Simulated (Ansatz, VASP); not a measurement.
**Two plane-wave programs on CsAs**

The input INCAR:

```
PREC = Accurate
ENCUT = 520
EDIFF = 1E-7
ISMEAR = -1
SIGMA = 0.05
LREAL = False
LASPH = True
NELM = 80
ALGO = Normal
ISIF = 2
LWAVE = False
LCHARG = False
GGA = PE
NBANDS = 14
```

The input KPOINTS:

```
Automatic mesh
0
Gamma
  6 6 6
```

Contents of POSCAR:

```
CsAs
1.0
    4.2949400000      0.0000000000      0.0000000000
    0.0000000000      4.2949400000      0.0000000000
    0.0000000000      0.0000000000      4.2949400000
Cs As
1 1
Direct
    0.0000000000      0.0000000000      0.0000000000
    0.5000000000      0.5000000000      0.5000000000
```

File input.yaml:

```yaml
crystal:
  lattice:
    - [4.29494, 0.0, 0.0]
    - [0.0, 4.29494, 0.0]
    - [0.0, 0.0, 4.29494]
  atoms:
    - { symbol: Cs, position: [0.0, 0.0, 0.0] }
    - { symbol: As, position: [0.5, 0.5, 0.5] }
hamiltonian:
  xc: pbe
  pseudopotentials: { kind: paw }
kpoints:
  mp_grid: { grid: [6, 6, 6] }
scf:
  occupations: { method: fermi_dirac, width: 0.05 }
output:
  forces: true
  stress: true
  eigenvalues: true
```

The cell was built by a generator and needn't be a form met in nature.

Alike in both runs: task single point; functional PBE; k mesh 6 × 6 × 6; occupations fermi-dirac, width 0.05 eV; no spin polarisation.

|  | VASP | Ansatz |
| --- | --- | --- |
| version | VASP 6.6.1 | Ansatz 0.2.0 |
| potentials or method | VASP PAW PBE potentials, release 64 (Cs_sv, As) | Ansatz PAW |
| plane-wave cutoff (eV) | 520 | 420 |
| valence electrons in the cell | 14 | 24 |

|  | VASP | Ansatz | Ansatz less VASP |
| --- | --- | --- | --- |
| gap on the k mesh at the Fermi level (eV) | none | none | - |
| pressure (GPa) | 0.0 | 0.0 | -0.05 |

A gap of «none» marks a metal or a gap that the smearing closes. With one functional, cell and mesh, what is left measures potentials, basis and numerics. The two sets of potentials don't hold the same shells in valence.

The runs have no spin-orbit coupling, so splittings on Cs are missing.
